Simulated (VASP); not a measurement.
Level of theory: vdW-DF-cx, VASP's PBE PAW potentials (set 64) (plane waves; VASP).

VASP input:

File POSCAR:
```
Ca
1.0
  0.0000000000   2.7381501741   2.7381501741
  2.7381501741   0.0000000000   2.7381501741
  2.7381501741   2.7381501741   0.0000000000
Ca
1
Direct
  0.0000000000   0.0000000000   0.0000000000
```

KPOINTS:
```
Automatic mesh
0
Gamma
10 10 10
0 0 0
```

**INCAR**
```
# general
SYSTEM    =  Ca
PREC      =  Accurate
ENCUT     =  520
LREAL     =  .FALSE.
LASPH     =  .TRUE.

# electronic loop
EDIFF     =  1E-6
NELM      =  100
ALGO      =  Normal

# smearing
ISMEAR    =  1
SIGMA     =  0.1

# functional
GGA       =  CX
LUSE_VDW  =  .TRUE.
AGGAC     =  0.0

# ions
IBRION    =  2
NSW       =  60
ISIF      =  3
EDIFFG    =  -0.01

# output
LWAVE     =  .FALSE.
LCHARG    =  .FALSE.
```

POTCAR, in this order: Ca_sv (PBE.64 set). Program: vasp_std.

Question: What does the run give for the energy per atom (σ→0), band gap (on the k-mesh)?

Answer: 
| Quantity | Value |
|---|---|
| energy per atom (σ→0) | 0.404 eV/atom |
| band gap (on the k-mesh) | none (metal, semimetal or under 0.01 eV) |

**OSZICAR**
```
...
DAV:   5     0.402043362869E+00   -0.24050E-02   -0.24045E-02  1424   0.620E-01    0.222E+00
DAV:   6     0.404523144932E+00    0.24798E-02   -0.11134E-02  1091   0.132E+00    0.136E+00
DAV:   7     0.403349486679E+00   -0.11737E-02   -0.19469E-02   935   0.185E+00    0.100E-01
DAV:   8     0.403592323406E+00    0.24284E-03   -0.16614E-03   994   0.430E-01    0.278E-02
DAV:   9     0.403551152438E+00   -0.41171E-04   -0.15002E-04  1296   0.108E-01    0.138E-02
DAV:  10     0.403553743646E+00    0.25912E-05   -0.19200E-05  1160   0.473E-02    0.164E-03
DAV:  11     0.403553601146E+00   -0.14250E-06   -0.62935E-07   899   0.675E-03
   1 F= 0.40355360E+00 E0= 0.40363531E+00  d E =0.403554E+00
```

The compound is Ca in the fcc structure. It was relaxed first, which changed the volume by -5 %. The start is the result of an earlier pass.
